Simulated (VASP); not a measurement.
Output of a VASP run:

### OUTCAR
```
 ion  position               nearest neighbor table
   1  0.000  0.000  0.000-   2 2.33   3 2.33   2 2.33   3 2.33   3 2.33   3 2.33   2 2.33   2 2.33
                             3 2.33   3 2.33   2 2.33   2 2.33
   2  0.333  0.667  0.500-   3 1.71   3 1.71   3 1.71   1 2.33   1 2.33   1 2.33   1 2.33   1 2.33
                             1 2.33
   3  0.667  0.333  0.500-   2 1.71   2 1.71   2 1.71   1 2.33   1 2.33   1 2.33   1 2.33   1 2.33
                             1 2.33
  LATTYP: Found a hexagonal cell.
 ALAT       =     2.9620460961
 C/A-ratio  =     1.0659165070
 Subroutine PRICEL returns:
 Original cell was already a primitive cell.
 Subroutine GETGRP returns: Found 24 space group operations
The static configuration has the point symmetry D_6h.
The dynamic configuration has the point symmetry D_6h.
 Subroutine INISYM returns: Found 24 space group operations
 Subroutine IBZKPT returns following result:
 Found    114 irreducible k-points:

 Following reciprocal coordinates:
            Coordinates               Weight
  0.000000  0.000000  0.000000      1.000000
  0.083333  0.000000  0.000000      6.000000
  0.166667  0.000000  0.000000      6.000000
  0.250000  0.000000  0.000000      6.000000
  0.333333  0.000000  0.000000      6.000000
  0.416667  0.000000  0.000000      6.000000
  0.500000  0.000000  0.000000      3.000000
  0.083333  0.083333  0.000000      6.000000
  0.166667  0.083333  0.000000     12.000000
  0.250000  0.083333  0.000000     12.000000
  0.333333  0.083333  0.000000     12.000000
  0.416667  0.083333  0.000000     12.000000
  0.166667  0.166667  0.000000      6.000000
  0.250000  0.166667  0.000000     12.000000
  0.333333  0.166667  0.000000     12.000000
  0.416667  0.166667  0.000000      6.000000
  0.250000  0.250000  0.000000      6.000000
  0.333333  0.250000  0.000000     12.000000
  0.333333  0.333333  0.000000      2.000000
  0.000000  0.000000  0.100000      2.000000
  0.083333  0.000000  0.100000     12.000000
  0.166667  0.000000  0.100000     12.000000
  0.250000  0.000000  0.100000     12.000000
  0.333333  0.000000  0.100000     12.000000
  0.416667  0.000000  0.100000     12.000000
  0.500000  0.000000  0.100000      6.000000
  0.083333  0.083333  0.100000     12.000000
  0.166667  0.083333  0.100000     24.000000
  0.250000  0.083333  0.100000     24.000000
  0.333333  0.083333  0.100000     24.000000
  0.416667  0.083333  0.100000     24.000000
  0.166667  0.166667  0.100000     12.000000
  0.250000  0.166667  0.100000     24.000000
  0.333333  0.166667  0.100000     24.000000
  0.416667  0.166667  0.100000     12.000000
  0.250000  0.250000  0.100000     12.000000
  0.333333  0.250000  0.100000     24.000000
  0.333333  0.333333  0.100000      4.000000
  0.000000  0.000000  0.200000      2.000000
  0.083333  0.000000  0.200000     12.000000
   k-points           NKPTS =    114   k-points in BZ     NKDIM =    114   number of bands    NBANDS=     13
   number of dos      NEDOS =    301   number of ions     NIONS =      3
   total plane-waves  NPLWV =  13824
   dimension x,y,z NGX =    24 NGY =   24 NGZ =   24
   dimension x,y,z NGXF=    48 NGYF=   48 NGZF=   48
   ions per type =               1   2
   PREC   = accura    normal or accurate (medium, high low for compatibility)
   ISTART =      0    job   : 0-new  1-cont  2-samecut
   ICHARG =      2    charge: 1-file 2-atom 10-const
   ISPIN  =      1    spin polarized calculation?
   LNONCOLLINEAR =      F non collinear calculations
   LSORBIT =      F    spin-orbit coupling
   INIWAV =      1    electr: 0-lowe 1-rand  2-diag
   ENCUT  =  520.0 eV  38.22 Ry    6.18 a.u.   5.51  5.51  5.87*2*pi/ulx,y,z
   NELM   =    100;   NELMIN=  2; NELMDL= -5     # of ELM steps
   EDIFF  = 0.1E-06   stopping-criterion for ELM
   LREAL  =      F    real-space projection
   NLSPLINE    = F    spline interpolate recip. space projectors
   LMAXMIX     =    4 max onsite mixed and CHGCAR
...
```

File OSZICAR:
```
...
DAV:   6    -0.305160560726E+02    0.87424E+01   -0.25004E+01  4032   0.753E+01    0.365E+00
DAV:   7    -0.305554983078E+02   -0.39442E-01   -0.16333E+00  3205   0.155E+01    0.343E+00
DAV:   8    -0.305220679541E+02    0.33430E-01   -0.59711E-01  3334   0.103E+01    0.110E+00
DAV:   9    -0.304713986335E+02    0.50669E-01   -0.83388E-01  3334   0.134E+01    0.122E+00
DAV:  10    -0.306170033591E+02   -0.14560E+00   -0.25322E-01  3497   0.573E+00    0.407E-01
DAV:  11    -0.306198522691E+02   -0.28489E-02   -0.55933E-03  3279   0.928E-01    0.367E-01
DAV:  12    -0.306201813489E+02   -0.32908E-03   -0.15586E-03  3287   0.435E-01    0.116E-01
DAV:  13    -0.306197549552E+02    0.42639E-03   -0.24958E-03  3449   0.451E-01    0.558E-02
DAV:  14    -0.306198427260E+02   -0.87771E-04   -0.19881E-04  3370   0.191E-01    0.786E-02
DAV:  15    -0.306200587010E+02   -0.21598E-03   -0.53756E-04  3169   0.297E-01    0.530E-02
DAV:  16    -0.306200741503E+02   -0.15449E-04   -0.34488E-05  3287   0.914E-02    0.196E-02
DAV:  17    -0.306200874380E+02   -0.13288E-04   -0.78217E-06  3214   0.367E-02    0.210E-02
DAV:  18    -0.306200853759E+02    0.20621E-05   -0.17499E-05  3996   0.595E-02    0.433E-03
DAV:  19    -0.306200853595E+02    0.16436E-07   -0.57702E-07  3539   0.974E-03
   1 F= -.30620085E+02 E0= -.30619943E+02  d E =-.306201E+02
       N       E                     dE             d eps       ncg     rms          rms(c)
DAV:   1    -0.306254666151E+02   -0.53812E-02   -0.26638E-01  3214   0.866E+00    0.497E-01
DAV:   2    -0.306229749675E+02    0.24916E-02   -0.14671E-02  3064   0.127E+00    0.293E-01
DAV:   3    -0.306221737599E+02    0.80121E-03   -0.12523E-03  3614   0.553E-01    0.831E-02
DAV:   4    -0.306219709364E+02    0.20282E-03   -0.46972E-04  3099   0.247E-01    0.126E-02
DAV:   5    -0.306219887401E+02   -0.17804E-04   -0.11514E-04  3064   0.138E-01    0.875E-03
DAV:   6    -0.306219562793E+02    0.32461E-04   -0.22644E-05  3014   0.734E-02    0.205E-03
DAV:   7    -0.306219604411E+02   -0.41618E-05   -0.36449E-06  3224   0.285E-02    0.175E-03
DAV:   8    -0.306219583666E+02    0.20745E-05   -0.32842E-07  3329   0.821E-03    0.784E-04
DAV:   9    -0.306219585442E+02   -0.17755E-06   -0.63294E-08  1782   0.319E-03    0.205E-04
DAV:  10    -0.306219574383E+02    0.11058E-05   -0.32207E-08  1512   0.294E-03    0.144E-04
DAV:  11    -0.306219580679E+02   -0.62953E-06   -0.15083E-08  1497   0.175E-03    0.342E-05
DAV:  12    -0.306219580170E+02    0.50898E-07   -0.13686E-09  1492   0.516E-04
   2 F= -.30621958E+02 E0= -.30621793E+02  d E =-.187266E-02
       N       E                     dE             d eps       ncg     rms          rms(c)
DAV:   1    -0.306220107651E+02   -0.52697E-04   -0.24355E-03  3214   0.828E-01    0.475E-02
DAV:   2    -0.306219853416E+02    0.25423E-04   -0.13349E-04  3080   0.122E-01    0.280E-02
DAV:   3    -0.306219787598E+02    0.65818E-05   -0.11662E-05  3624   0.538E-02    0.777E-03
DAV:   4    -0.306219801720E+02   -0.14121E-05   -0.42968E-06  3099   0.237E-02    0.119E-03
DAV:   5    -0.306219788931E+02    0.12789E-05   -0.10339E-06  3064   0.131E-02    0.827E-04
DAV:   6    -0.306219796119E+02   -0.71882E-06   -0.21196E-07  2614   0.717E-03    0.209E-04
DAV:   7    -0.306219791651E+02    0.44683E-06   -0.33193E-08  1537   0.289E-03    0.185E-04
DAV:   8    -0.306219793106E+02   -0.14552E-06   -0.37320E-09  1492   0.904E-04    0.597E-05
DAV:   9    -0.306219793292E+02   -0.18560E-07   -0.10497E-09  1482   0.434E-04
   3 F= -.30621979E+02 E0= -.30621814E+02  d E =-.189397E-02
```

### OUTCAR
```
------------------------ aborting loop because EDIFF is reached ----------------------------------------
  FORCE on cell =-STRESS in cart. coord.  units (eV):
  Direction    XX          YY          ZZ          XY          YZ          ZX
  --------------------------------------------------------------------------------------
  Total        2.7287163      2.7287163      2.7279195      0.0000000      0.0000000      0.0000000
  in kB      182.2383225    182.2383265    182.1851123      0.0000000      0.0000000      0.0000000
  external PRESSURE =     182.2205871 kB  Pullay stress =       0.0000000 kB
  volume of cell :       23.99
      direct lattice vectors                 reciprocal lattice vectors
     1.485544560 -2.573038684 -0.000000000     0.336576911 -0.194322768 -0.000000000
     1.485544560  2.573038684 -0.000000000     0.336576911  0.194322768 -0.000000000
     0.000000000 -0.000000000  3.138103485     0.000000000  0.000000000  0.318663806
 POSITION                                       TOTAL-FORCE (eV/Angst)
 -----------------------------------------------------------------------------------
      0.00000     -0.00000     -0.00000        -0.000000      0.000000      0.000000
      1.48554      0.85768      1.56905        -0.000000     -0.000000     -0.000000
      1.48554     -0.85768      1.56905         0.000000      0.000000      0.000000
 -----------------------------------------------------------------------------------
    total drift:                               -0.000000     -0.000000      0.000000
  FREE ENERGIE OF THE ION-ELECTRON SYSTEM (eV)
  ---------------------------------------------------
  free  energy   TOTEN  =       -30.6219793292 eV

  energy  without entropy=      -30.6214820010  energy(sigma->0) =      -30.62181355

 reached required accuracy - stopping structural energy minimisation
```
(Selected blocks of OUTCAR.)

File POSCAR:
```
TiB2
1
    1.4810230368    -2.5652071729     0.0000000000
    1.4810230368     2.5652071729     0.0000000000
    0.0000000000     0.0000000000     3.1572938284
Ti B
1 2
Direct
  0.0000000000   0.0000000000   0.0000000000
  0.3333330000   0.6666670000   0.5000000000
  0.6666670000   0.3333330000   0.5000000000
```

### Question
Reconstruct the remaining input files.

### Answer
Several could match; the one computed here: the input of the run itself, r2SCAN+rVV10, plane waves, VASP's PBE PAW potentials (set 64).

INCAR:
```
# general
SYSTEM   = TiB2
PREC     = Accurate
ENCUT    = 520
LREAL    = .FALSE.
LASPH    = .TRUE.

# electronic loop
EDIFF    = 1E-7
NELM     = 100
ALGO     = Normal
LMAXMIX  = 4
LMIXTAU  = .TRUE.

# smearing
ISMEAR   = 1
SIGMA    = 0.1

# functional
METAGGA  = R2SCAN
LUSE_VDW = .TRUE.
BPARAM   = 11.95
CPARAM   = 0.0093

# ions
IBRION   = 2
NSW      = 30
ISIF     = 4
EDIFFG   = -0.01

# output
LWAVE    = .FALSE.
LCHARG   = .FALSE.
```

### KPOINTS
```
kpoints
0
G
 12 12 10
```

POTCAR, in this order: Ti_sv B (PBE.64 set). Program: vasp_std.

The compound is TiB2 in the AlB2 type structure. This cell is one point of a volume scan, at 0.94 of the reference volume. Symmetry was kept, so distortions that lower it aren't found.
